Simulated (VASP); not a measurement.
All values below come from PBE GGA, VASP's PBE PAW potentials (set 64) (plane waves; VASP 6.6.1).

VASP ran on this input.

POSCAR:
```
ZnO
1
    3.2857936535     0.0000000000     0.0000000000
   -1.6428968268     2.8455812241     0.0000000000
   -0.0000000000    -0.0000000000     5.3094508453
Zn O
2 2
Direct
  0.3333330000   0.6666670000   0.9981677412
  0.6666670000   0.3333330000   0.4981677412
  0.3333330000   0.6666670000   0.3768322588
  0.6666670000   0.3333330000   0.8768322588
```

File KPOINTS:
```
Automatic
0
G
  10 10 6
0 0 0
```

### INCAR
```
EDIFF=1E-7
ISIF=2   # forces and stress, cell fixed
LMAXMIX=4
PREC=Accurate
NELM=100   # most electronic steps
ALGO=Normal   # blocked Davidson
LCHARG=T
NEDOS=601   # DOS grid
SYSTEM=ZnO
GGA=PE
ENCUT=520   # plane-wave cut-off (eV)
LORBIT=11   # lm-projected
LASPH=T
LREAL=F   # projection in real space or not
LWAVE=F
ISMEAR=-5
```

POTCAR, in this order: Zn O (PBE.64 set). Program: vasp_std.

The run wrote:

File OSZICAR:
```
       N       E                     dE             d eps       ncg     rms          rms(c)
DAV:   1     0.290986862193E+03    0.29099E+03   -0.18923E+04  2472   0.235E+03
DAV:   2     0.105445312808E+02   -0.28044E+03   -0.27039E+03  2660   0.443E+02
DAV:   3    -0.204901612988E+02   -0.31035E+02   -0.30809E+02  2920   0.155E+02
DAV:   4    -0.211031487619E+02   -0.61299E+00   -0.61228E+00  2632   0.235E+01
DAV:   5    -0.211079380776E+02   -0.47893E-02   -0.47890E-02  2902   0.200E+00    0.143E+01
DAV:   6    -0.177340299997E+02    0.33739E+01   -0.12159E+01  4290   0.742E+01    0.864E+00
DAV:   7    -0.178978996959E+02   -0.16387E+00   -0.26551E+00  2708   0.197E+01    0.519E+00
DAV:   8    -0.179241459702E+02   -0.26246E-01   -0.85376E-01  3690   0.918E+00    0.183E+00
DAV:   9    -0.178583397402E+02    0.65806E-01   -0.19290E-01  3840   0.796E+00    0.347E-01
DAV:  10    -0.178621238958E+02   -0.37842E-02   -0.58038E-02  2506   0.175E+00    0.148E-01
DAV:  11    -0.178621133029E+02    0.10593E-04   -0.15010E-03  3500   0.499E-01    0.356E-02
DAV:  12    -0.178621696165E+02   -0.56314E-04   -0.14546E-04  3352   0.222E-01    0.345E-02
DAV:  13    -0.178621641283E+02    0.54882E-05   -0.37472E-05  3118   0.123E-01    0.128E-02
DAV:  14    -0.178621642881E+02   -0.15972E-06   -0.14404E-05  2736   0.433E-02    0.494E-03
DAV:  15    -0.178621637311E+02    0.55697E-06   -0.20133E-06  3350   0.156E-02    0.165E-03
DAV:  16    -0.178621636646E+02    0.66446E-07   -0.24122E-07  2018   0.515E-03
   1 F= -.17862164E+02 E0= -.17862164E+02  d E =0.000000E+00
```

File OUTCAR:
```
------------------------ aborting loop because EDIFF is reached ----------------------------------------
  FORCE on cell =-STRESS in cart. coord.  units (eV):
  Direction    XX          YY          ZZ          XY          YZ          ZX
  --------------------------------------------------------------------------------------
  Total        0.0200827      0.0200828      0.0029268     -0.0000000      0.0000000      0.0000000
  in kB        0.6481460      0.6481462      0.0944577     -0.0000000      0.0000000      0.0000000
  external PRESSURE =       0.4635833 kB  Pullay stress =       0.0000000 kB
  volume of cell :       49.64
      direct lattice vectors                 reciprocal lattice vectors
     3.285793653  0.000000000  0.000000000     0.304340475  0.175711027  0.000000000
    -1.642896827  2.845581224  0.000000000     0.000000000  0.351422054  0.000000000
     0.000000000  0.000000000  5.309450845     0.000000000  0.000000000  0.188343395
  FREE ENERGIE OF THE ION-ELECTRON SYSTEM (eV)
  ---------------------------------------------------
  free  energy   TOTEN  =       -17.8621636646 eV

  energy  without entropy=      -17.8621636646  energy(sigma->0) =      -17.86216366

 total charge

# of ion       s       p       d       tot
------------------------------------------
    1        0.447   0.453   9.890  10.789
    2        0.447   0.453   9.890  10.789
    3        1.550   3.436   0.000   4.986
    4        1.550   3.436   0.000   4.986
--------------------------------------------------
tot          3.994   7.776  19.780  31.550
```
(Selected blocks of OUTCAR.)

File OUTCAR:
```
 val. band max:        0.8360008831   @ k =   0.0000   0.0000   0.0000

 cond. band min:       1.5522355614   @ k =   0.0000   0.0000   0.0000


 Fermi energy:         0.8436113305

 k-point     1 :       0.0000    0.0000    0.0000
  band No.  band energies     occupation
      1     -16.9301      2.00000
      2     -16.2738      2.00000
      3      -4.6705      2.00000
      4      -4.6704      2.00000
      5      -4.6372      2.00000
      6      -4.5020      2.00000
      7      -4.4894      2.00000
      8      -4.4894      2.00000
      9      -3.6089      2.00000
     10      -3.6089      2.00000
     11      -3.4186      2.00000
     12      -3.4186      2.00000
     13      -3.1557      2.00000
     14       0.0901      2.00000
     15       0.0902      2.00000
     16       0.7594      2.00000
     17       0.8360      2.00000
     18       0.8360      2.00000
     19       1.5522      0.00000
     20       5.9083      0.00000
     21       8.8763      0.00000
     22      13.5385      0.00000

 k-point     2 :       0.1000    0.0000    0.0000
  band No.  band energies     occupation
      1     -16.8796      2.00000
      2     -16.2514      2.00000
      3      -4.7248      2.00000
      4      -4.6408      2.00000
      5      -4.6046      2.00000
      6      -4.4981      2.00000
      7      -4.4471      2.00000
      8      -4.4227      2.00000
      9      -3.6297      2.00000
     10      -3.6116      2.00000
     11      -3.4142      2.00000
     12      -3.3727      2.00000
     13      -3.1674      2.00000
     14      -0.2647      2.00000
     15      -0.0361      2.00000
     16       0.2174      2.00000
     17       0.6972      2.00000
     18       0.7688      2.00000
     19       2.2988      0.00000
     20       6.3092      0.00000
     21       8.8804      0.00000
     22      12.5596      0.00000

 k-point     3 :       0.2000    0.0000    0.0000
  band No.  band energies     occupation
      1     -16.7415      2.00000
...
```

The structure was generated: ZnO was put into the wurtzite type (P6_3mc), which need not be its known phase. It was relaxed first, which changed the volume by +21 %.
